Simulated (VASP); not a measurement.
Here is the system:

```xyz
4
Lattice="3.4635 0.0000 0.0000 0.0000 3.4635 0.0000 0.0000 0.0000 3.4635" Properties=species:S:1:pos:R:3 pbc="T T T"
Si     0.0000     0.0000     0.0000
Ni     0.0000     1.7317     1.7317
Ni     1.7317     0.0000     1.7317
Ni     1.7317     1.7317     0.0000
```

These are r2SCAN meta-GGA with spin-orbit coupling, VASP's PBE PAW potentials (set 64) (plane waves; VASP 6.6.1) values and carry that method's errors. Settings: 400 eV cut-off, 8×8×8 Γ-centred mesh, Gaussian smearing of 0.050 eV, potentials Si Ni.

Question: Give the energies of bands 25 to 38 at the high-symmetry points, in eV from the Fermi level.

Answer: 
```json
[
 {"band": "25", "Γ": "-1.00", "X": "-1.43", "M": "-1.60", "R": "-1.63"},
 {"band": "26", "Γ": "-1.00", "X": "-1.43", "M": "-1.60", "R": "-1.63"},
 {"band": "27", "Γ": "-0.74", "X": "-1.36", "M": "-1.58", "R": "-1.35"},
 {"band": "28", "Γ": "-0.74", "X": "-1.36", "M": "-1.58", "R": "-1.35"},
 {"band": "29", "Γ": "-0.74", "X": "-1.27", "M": "-1.20", "R": "-1.35"},
 {"band": "30", "Γ": "-0.74", "X": "-1.27", "M": "-1.20", "R": "-1.35"},
 {"band": "31", "Γ": "-0.35", "X": "-0.66", "M": "-1.09", "R": "-0.52"},
 {"band": "32", "Γ": "-0.35", "X": "-0.66", "M": "-1.09", "R": "-0.52"},
 {"band": "33", "Γ": "0.00", "X": "0.06", "M": "-0.99", "R": "-0.27"},
 {"band": "34", "Γ": "0.00", "X": "0.06", "M": "-0.99", "R": "-0.27"},
 {"band": "35", "Γ": "0.09", "X": "3.92", "M": "0.69", "R": "-0.20"},
 {"band": "36", "Γ": "0.09", "X": "3.92", "M": "0.69", "R": "-0.20"},
 {"band": "37", "Γ": "0.09", "X": "3.93", "M": "0.71", "R": "-0.20"},
 {"band": "38", "Γ": "0.09", "X": "3.93", "M": "0.71", "R": "-0.20"}
]
```

It has no gap at this level: it comes out as a metal or semimetal.

The compound is Ni3Si in the L1_2 structure. It was relaxed first.
